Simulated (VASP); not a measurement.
# Zr3PdSe4 (Cmmm) in VASP: single point with r2SCAN

Aim: the single point of Zr3PdSe4 with r2SCAN.

All numbers are computed with VASP 6.6.1; they aren't measurements. Logs are shortened: lines on timing, memory, paths and dates and some standing lists are left out, and cuts for length are marked.

### 1 The crystal as given

The structure is orthorhombic, space group Cmmm (No. 65). The conventional cell has a = 7.736 Å, b = 10.957 Å, c = 3.895 Å, α = 90.00°, β = 90.00°, γ = 90.00°. Zr (site symmetry 2/m) is surrounded by 6 Se at 2.74 to 2.75 Å. Zr (site symmetry mmm) has 6 Se at 2.77 to 2.79 Å as nearest neighbours. Around Pd (site symmetry mmm) lie 6 Se at 2.69 to 2.72 Å. Se (site symmetry m2m) is surrounded by 1 Pd at 2.69 Å and 5 Zr at 2.75 to 2.79 Å. Se (site symmetry 2mm) has 2 Pd at 2.72 Å and 4 Zr at 2.74 to 2.77 Å as nearest neighbours.

The cell was built by a generator and needn't be a form met in nature.

### 2 Single point, r2SCAN

Contents of INCAR:

```
SYSTEM = Zr3PdSe4
  PREC = Accurate
  ENCUT = 520
  EDIFF = 1E-6
  ISMEAR = 0
  SIGMA = 0.1
  LREAL = .FALSE.
  LASPH = .TRUE.
  NELM = 150
  ALGO = Normal
  ISIF = 2
  LWAVE = .FALSE.
  LCHARG = .FALSE.
  METAGGA = R2SCAN
  LMIXTAU = .TRUE.
  NBANDS = 45
  KPAR = 8
```

Contents of KPOINTS:

```
Automatic mesh
0
G
  6 6 8
  0 0 0
```

Contents of POSCAR:

```
Zr3PdSe4
1.0
    3.8681300000     -5.4786900000      0.0000000000
    3.8681300000      5.4786900000      0.0000000000
    0.0000000000      0.0000000000      3.8952500000
Zr Pd Se
3 1 4
Direct
    0.0000000000      0.5000000000      0.5000000000
    0.5000000000      0.0000000000      0.5000000000
    0.5000000000      0.5000000000      0.0000000000
    0.0000000000      0.0000000000      0.0000000000
    0.2458010000      0.7541990000      0.0000000000
    0.7541990000      0.2458010000      0.0000000000
    0.7548530000      0.7548530000      0.5000000000
    0.2451470000      0.2451470000      0.5000000000
```

Potentials or basis: VASP PAW PBE potentials, release 64 (Zr_sv, Pd, Se).

On the command line:

```sh
$ cat potpaw_PBE.64/Zr_sv/POTCAR potpaw_PBE.64/Pd/POTCAR potpaw_PBE.64/Se/POTCAR > POTCAR
$ mpirun -np 8 vasp_std > vasp.out
```

OUTCAR:

```text
SYSTEM = Zr3PdSe4
   PREC = Accurate
   ENCUT = 520
   EDIFF = 1E-6
   ISMEAR = 0
   LREAL = .FALSE.
   LASPH = .TRUE.
   NELM = 150
   ISIF = 2
   METAGGA = R2SCAN

 ion  position               nearest neighbor table
   1  0.000  0.500  0.500-   7 2.74   8 2.74   5 2.75   6 2.75   5 2.75   6 2.75   2 3.87   2 3.87
                             3 3.88   3 3.88   3 3.88   3 3.88
   2  0.500  0.000  0.500-   7 2.74   8 2.74   5 2.75   6 2.75   5 2.75   6 2.75   1 3.87   1 3.87
                             3 3.88   3 3.88   3 3.88   3 3.88
   3  0.500  0.500  0.000-   7 2.77   8 2.77   7 2.77   8 2.77   5 2.79   6 2.79   1 3.88   2 3.88
                             1 3.88   2 3.88   2 3.88   2 3.88   1 3.88   1 3.88
   4  0.000  0.000  0.000-   5 2.69   6 2.69   7 2.72   8 2.72   7 2.72   8 2.72
   5  0.246  0.754  0.000-   4 2.69   2 2.75   1 2.75   1 2.75   2 2.75   3 2.79
   6  0.754  0.246  0.000-   4 2.69   2 2.75   1 2.75   1 2.75   2 2.75   3 2.79
   7  0.755  0.755  0.500-   4 2.72   4 2.72   1 2.74   2 2.74   3 2.77   3 2.77
   8  0.245  0.245  0.500-   4 2.72   4 2.72   1 2.74   2 2.74   3 2.77   3 2.77

  LATTYP: Found a base centered orthorhombic cell.
 ALAT       =     7.7362600000
 B/A-ratio  =     1.4163665647
 C/A-ratio  =     0.5035055699

  Lattice vectors:

 A1 = (   3.8681300000,  -5.4786900000,   0.0000000000)
 A2 = (   3.8681300000,   5.4786900000,   0.0000000000)
 A3 = (   0.0000000000,   0.0000000000,   3.8952500000)

Analysis of symmetry for initial positions (statically):
=====================================================================
 Subroutine PRICEL returns:
 Original cell was already a primitive cell.

 Routine SETGRP: Setting up the symmetry group for a
 base centered orthorhombic supercell.

 Subroutine GETGRP returns: Found  8 space group operations
 (whereof  8 operations were pure point group operations)
 out of a pool of  8 trial point group operations.

The static configuration has the point symmetry D_2h.

Analysis of symmetry for dynamics (positions and initial velocities):
=====================================================================
 Subroutine PRICEL returns:
 Original cell was already a primitive cell.

 Routine SETGRP: Setting up the symmetry group for a
 base centered orthorhombic supercell.

 Subroutine GETGRP returns: Found  8 space group operations
 (whereof  8 operations were pure point group operations)
 out of a pool of  8 trial point group operations.

The dynamic configuration has the point symmetry D_2h.

 Subroutine INISYM returns: Found  8 space group operations
 (whereof  8 operations are pure point group operations),
 and found     1 'primitive' translations

----------------------------------------------------------------------------------------

                                     Primitive cell

  volume of cell :     165.0985

  direct lattice vectors                    reciprocal lattice vectors
     3.868130000 -5.478690000  0.000000000     0.129261426 -0.091262692  0.000000000
     3.868130000  5.478690000  0.000000000     0.129261426  0.091262692  0.000000000
     0.000000000  0.000000000  3.895250000     0.000000000  0.000000000  0.256722932

  length of vectors
     6.706599273  6.706599273  3.895250000     0.158232093  0.158232093  0.256722932

  position of ions in fractional coordinates (direct lattice)
     0.000000000  0.500000000  0.500000000
     0.500000000  0.000000000  0.500000000
     0.500000000  0.500000000  0.000000000
     0.000000000  0.000000000  0.000000000
     0.245801000  0.754199000  0.000000000
     0.754199000  0.245801000  0.000000000
     0.754853000  0.754853000  0.500000000
     0.245147000  0.245147000  0.500000000

  ion indices of the primitive-cell ions
   primitive index   ion index
                 1           1
                 2           2
                 3           3
                 4           4
                 5           5
                 6           6
                 7           7
                 8           8

----------------------------------------------------------------------------------------

 KPOINTS: Automatic mesh

Automatic generation of k-mesh.
 Grid dimensions read from file:
 generate k-points for:    6    6    8

 Generating k-lattice:

  Cartesian coordinates                     Fractional coordinates (reciprocal lattice)
     0.021543571 -0.015210449  0.000000000     0.166666667  0.000000000  0.000000000
     0.021543571  0.015210449  0.000000000     0.000000000  0.166666667  0.000000000
     0.000000000  0.000000000  0.032090366     0.000000000  0.000000000  0.125000000

  Length of vectors
     0.026372016  0.026372016  0.032090366

  Shift w.r.t. Gamma in fractional coordinates (k-lattice)
     0.000000000  0.000000000  0.000000000

 Subroutine IBZKPT returns following result:
 ===========================================

 Found     65 irreducible k-points:

 Following reciprocal coordinates:
            Coordinates               Weight
  0.000000  0.000000  0.000000      1.000000
  0.166667  0.000000  0.000000      4.000000
  0.333333  0.000000  0.000000      4.000000
  0.500000  0.000000  0.000000      2.000000
  0.166667  0.166667  0.000000      2.000000
  0.333333  0.166667  0.000000      4.000000
[... 16 lines left out ...]
  0.333333  0.333333  0.125000      4.000000
  0.500000  0.333333  0.125000      8.000000
 [... further k-points ...]
   k-points           NKPTS =     65   k-points in BZ     NKDIM =     65   number of bands    NBANDS=     45
   number of dos      NEDOS =    301   number of ions     NIONS =      8
   total plane-waves  NPLWV =  75000
   dimension x,y,z NGX =    50 NGY =   50 NGZ =   30
   dimension x,y,z NGXF=   100 NGYF=  100 NGZF=   60
   ions per type =               3   1   4
   NGX,Y,Z   is equivalent  to a cutoff of  12.39, 12.39, 12.80 a.u.
   NGXF,Y,Z  is equivalent  to a cutoff of  24.79, 24.79, 25.61 a.u.
 SYSTEM =  Zr3PdSe4
   PREC   = accura    normal or accurate (medium, high low for compatibility)
   ISTART =      0    job   : 0-new  1-cont  2-samecut
   ICHARG =      2    charge: 1-file 2-atom 10-const
   ISPIN  =      1    spin polarized calculation?
   LNONCOLLINEAR =      F non collinear calculations
   LSORBIT =      F    spin-orbit coupling
   LASPH  =      T    aspherical Exc in radial PAW
   ENCUT  =  520.0 eV  38.22 Ry    6.18 a.u.  12.47 12.47  7.24*2*pi/ulx,y,z
   NELM   =    150;   NELMIN=  2; NELMDL= -5     # of ELM steps
   EDIFF  = 0.1E-05   stopping-criterion for ELM
   LREAL  =      F    real-space projection
   EDIFFG = 0.1E-04   stopping-criterion for IOM
   NSW    =      0    number of steps for IOM
   IBRION =     -1    ionic relax: 0-MD 1-quasi-New 2-CG
   NFREE  =      0    steps in history (QN), initial steepest desc. (CG)
   ISIF   =      2    stress and relaxation
   ISYM   =      2    0-nonsym 1-usesym 2-fastsym
   POTIM  = 0.5000    time-step for ionic-motion
   TEBEG  =    0.0;   TEEND  =   0.0 temperature during run
   PSTRESS=    0.0 pullay stress
   NELECT =      70.0000    total number of electrons
   NUPDOWN=      -1.0000    fix difference up-down
   EMIN   =  10.00;   EMAX   =-10.00  energy-range for DOS
   EFERMI =   0.00;   METHOD = LEGACY
   ISMEAR =     0;   SIGMA  =   0.10  broadening in eV -4-tet -1-fermi 0-gaus
   EFERMI_NEDOS =   21; number of points for ismear=-14 and -15
   IALGO  =     38    algorithm
   IMIX   =      4    mixing-type and parameters
     AMIX     =   0.40;   BMIX     =  1.00
     AMIX_MAG =   1.60;   BMIX_MAG =  1.00
  volume/ion in A,a.u.               =      20.64       139.27
  Fermi-wavevector in a.u.,A,eV,Ry     =   1.229872  2.324120 20.579960  1.512584
  Thomas-Fermi vector in A             =   2.364742
   LORBIT       =      0    0 simple, 1 ext, 2 COOP (PROOUT), +10 PAW based schemes
   METAGGA = R2SCAN    functional components
   LHFCALC =     F    Hartree Fock is set to
   AEXX    =    0.0000 exact exchange contribution
   IVDW    =     0    specifies the selected vdW correction
   LEPSILON=     F    determine dielectric tensor
   LRPA    =     F    only Hartree local field effects (RPA)
 non-spin polarized calculation
 Gauss-broadening in eV      SIGMA  =   0.10
  energy-cutoff  :      520.00
  volume of cell :      165.10
 maximum number of plane-waves:      4482
 NGX is ok and might be reduce to    50
   NGX = 25   NGY = 25   NGZ = 15

 number of electron      70.0000000 magnetization

 Free energy of the ion-electron system (eV)
  ---------------------------------------------------
  ext. energy  EPLUGINS =         0.00000000
  ---------------------------------------------------
  free energy    TOTEN  =      -156.97824768 eV

  energy without entropy =     -156.95786883  energy(sigma->0) =     -156.96805826

 E-fermi :   8.4427     XC(G=0): -11.4641

 val. band max:        8.4386230726   @ k =   0.3333   0.0000   0.0000
 cond. band min:       8.4527940134   @ k =  -0.1667   0.1667   0.0000
 fundamental gap:      0.0141709408
 Fermi energy:         8.4426513928

 k-point     1 :       0.0000    0.0000    0.0000
  band No.  band energies     occupation
      1     -43.6107      2.00000
      2     -43.6056      2.00000
      3     -43.3258      2.00000
      4     -21.0979      2.00000
      5     -21.0184      2.00000
      6     -20.9557      2.00000
[... 37 lines left out ...]
     44      10.4718      0.00000
     45      10.6242      0.00000

 k-point     2 :       0.1667    0.0000    0.0000
  band No.  band energies     occupation
      1     -43.6104      2.00000
      2     -43.6059      2.00000
      3     -43.3258      2.00000
      4     -21.0897      2.00000
      5     -21.0193      2.00000
      6     -20.9541      2.00000
[... 37 lines left out ...]
     44      10.3819      0.00000
     45      10.9366      0.00000

 k-point     3 :       0.3333    0.0000    0.0000
  band No.  band energies     occupation
      1     -43.6094      2.00000
      2     -43.6069      2.00000
      3     -43.3259      2.00000
      4     -21.0687      2.00000
      5     -21.0250      2.00000
      6     -20.9499      2.00000
[... 37 lines left out ...]
     44      10.3923      0.00000
     45      11.3621      0.00000

 k-point     4 :       0.5000    0.0000    0.0000
  band No.  band energies     occupation
      1     -43.6082      2.00000
      2     -43.6081      2.00000
      3     -43.3259      2.00000
      4     -21.0498      2.00000
      5     -21.0360      2.00000
      6     -20.9455      2.00000
[... 901 lines left out ...]
     44      10.3423      0.00000
     45      11.3885      0.00000

 k-point    23 :       0.3333    0.3333    0.1250
  band No.  band energies     occupation
      1     -43.6087      2.00000
      2     -43.6062      2.00000
      3     -43.3253      2.00000
      4     -21.0593      2.00000
      5     -21.0166      2.00000
      6     -20.9606      2.00000
[... 37 lines left out ...]
     44      10.3157      0.00000
     45      10.3336      0.00000

 k-point    24 :       0.5000    0.3333    0.1250
  band No.  band energies     occupation
      1     -43.6096      2.00000
      2     -43.6053      2.00000
      3     -43.3253      2.00000
      4     -21.0763      2.00000
      5     -21.0024      2.00000
      6     -20.9650      2.00000
[... 37 lines left out ...]
     44      10.4013      0.00000
     45      10.6601      0.00000

 [... further k-points ...]

------------------------ aborting loop because EDIFF is reached ----------------------------------------

  FORCE on cell =-STRESS in cart. coord.  units (eV):
  Direction    XX          YY          ZZ          XY          YZ          ZX
  --------------------------------------------------------------------------------------
  -------------------------------------------------------------------------------------
  Total       -0.8750350     -0.9639980     -0.7478119     -0.0000000      0.0000000      0.0000000
  in kB       -8.4916661     -9.3549956     -7.2570451     -0.0000000      0.0000000      0.0000000
  external PRESSURE =      -8.3679022 kB  Pullay stress =       0.0000000 kB

 VOLUME and BASIS-vectors are now :
 -----------------------------------------------------------------------------
  energy-cutoff  :      520.00
  volume of cell :      165.10
      direct lattice vectors                 reciprocal lattice vectors
     3.868130000 -5.478690000  0.000000000     0.129261426 -0.091262692  0.000000000
     3.868130000  5.478690000  0.000000000     0.129261426  0.091262692  0.000000000
     0.000000000  0.000000000  3.895250000     0.000000000  0.000000000  0.256722932

 POSITION                                       TOTAL-FORCE (eV/Angst)
 -----------------------------------------------------------------------------------
      1.93406      2.73935      1.94762        -0.000000      0.000000     -0.000000
      1.93406     -2.73935      1.94762         0.000000      0.000000     -0.000000
      3.86813      0.00000      0.00000        -0.000000      0.000000     -0.000000
      0.00000      0.00000      0.00000         0.000000      0.000000     -0.000000
      3.86813      2.78536      0.00000         0.000000     -0.085466     -0.000000
      3.86813     -2.78536      0.00000         0.000000      0.085466      0.000000
      5.83974      0.00000      1.94762        -0.139683      0.000000     -0.000000
      1.89652      0.00000      1.94762         0.139683      0.000000      0.000000
 -----------------------------------------------------------------------------------
    total drift:                                0.000000     -0.000000      0.000000

  FREE ENERGIE OF THE ION-ELECTRON SYSTEM (eV)
  ---------------------------------------------------
  free  energy   TOTEN  =      -156.9782476844 eV

  energy  without entropy=     -156.9578688334  energy(sigma->0) =     -156.96805826
```

Run time: 3.5 min. Hardware: 8 MPI ranks of Intel Xeon Platinum 8559C (Emerald Rapids), shared host; peak memory 0.62 GiB.

What came out:

```yaml
Free_energy: -156.9782 eV
Pressure: -0.8 GPa
Largest_force: 0.140 eV/Å
Band_gap_on_the_k_mesh: none (metal or under the smearing width)
```

Forces on the atoms (eV/Å):
```
Zr   0.000  0.000  0.000
Zr   0.000  0.000  0.000
Zr   0.000  0.000  0.000
Pd   0.000  0.000  0.000
Se   0.000 -0.085  0.000
Se   0.000  0.085  0.000
Se  -0.140  0.000  0.000
Se   0.140  0.000  0.000
```

Levels at points of the mesh, in eV from the Fermi level:
```csv
k point,band 32,band 33,band 34,band 35,band 36,band 37,band 38,band 39
"(0.00, 0.00, 0.00)",-1.81,-1.67,-1.44,-0.22,-0.08,0.08,0.35,1.18
"(0.50, 0.00, 0.00)",-0.77,-0.59,-0.56,-0.30,0.02,0.08,0.16,0.86
"(0.50, 0.50, 0.00)",-1.56,-1.39,-1.23,0.01,0.27,0.46,1.05,1.19
"(0.00, 0.00, 0.50)",-1.17,-0.53,0.46,0.49,0.49,0.54,0.90,1.15
"(0.50, 0.00, 0.50)",-0.74,-0.71,-0.70,-0.48,0.47,0.73,1.49,1.56
"(0.50, 0.50, 0.50)",-1.10,-0.95,-0.84,-0.82,1.03,1.28,1.36,1.63
```

Caveat: the PAW data sets were made with another functional, which shifts forces and pressure a little.
